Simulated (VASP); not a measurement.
An input for Quantum ESPRESSO's pw.x (written as the equivalent of a VASP run, and not itself run):

```
&CONTROL
  calculation = 'vc-relax'
  pseudo_dir = './pseudo'
  outdir = './out'
  tprnfor = .true.
  tstress = .true.
  nstep = 40
  forc_conv_thr = 0.00078
/
&SYSTEM
  ibrav = 0
  nat = 1
  ntyp = 1
  ecutwfc = 88
  occupations = 'smearing'
  smearing = 'methfessel-paxton'
  degauss = 0.00735
  input_dft = 'pbesol'
/
&ELECTRONS
  conv_thr = 7.3e-08
  electron_maxstep = 100
/
&IONS
/
&CELL
  press = 450
/
ATOMIC_SPECIES
  Na 22.990 Na.upf
CELL_PARAMETERS angstrom
    -1.5872139    1.5872139    1.5872139
     1.5872139   -1.5872139    1.5872139
     1.5872139    1.5872139   -1.5872139
ATOMIC_POSITIONS crystal
  Na   0.0000000  0.0000000  0.0000000
K_POINTS automatic
  16 16 16 0 0 0
```

Question: Translate this input to VASP (INCAR, KPOINTS, POSCAR, choice of POTCAR).

Answer: This is not unique; one that fits is 
File KPOINTS:
```
Automatic mesh
0
Gamma
16 16 16
0 0 0
```

### INCAR
```
# general
SYSTEM  = Na
PREC    = Accurate
ENCUT   = 500   # plane-wave cut-off (eV)
LREAL   = .FALSE.
LASPH   = .TRUE.   # aspherical one-centre terms

# electronic loop
EDIFF   = 1E-6   # SCF stop (eV)
NELM    = 100   # most electronic steps
ALGO    = Normal

# smearing
ISMEAR  = 1   # Methfessel-Paxton
SIGMA   = 0.1   # width (eV)

# functional
GGA     = PS   # PBEsol

# ions
IBRION  = 2   # conjugate gradients
NSW     = 40   # most ionic steps
ISIF    = 3
EDIFFG  = -0.02
PSTRESS = 450

# output
LWAVE   = .FALSE.
LCHARG  = .FALSE.
```

**POSCAR**
```
Na
1.0
 -1.5872139480   1.5872139480   1.5872139480
  1.5872139480  -1.5872139480   1.5872139480
  1.5872139480   1.5872139480  -1.5872139480
Na
1
Cart
  0.0000000000   0.0000000000   0.0000000000
```

POTCAR, in this order: Na_pv (PBE.64 set). Program: vasp_std.

What does not carry over: the potentials are each code's own (VASP's PAW set, PseudoDojo norm-conserving files in pw.x), so ENCUT and ecutwfc are chosen apart and not converted; conv_thr bounds pw.x's estimated SCF error, while EDIFF bounds the energy change between steps; forc_conv_thr acts on force components and is met together with etot_conv_thr.

The compound is Na in the bcc structure. This run relaxes it under an external pressure of 45 GPa. Symmetry was kept, so distortions that lower it aren't found.
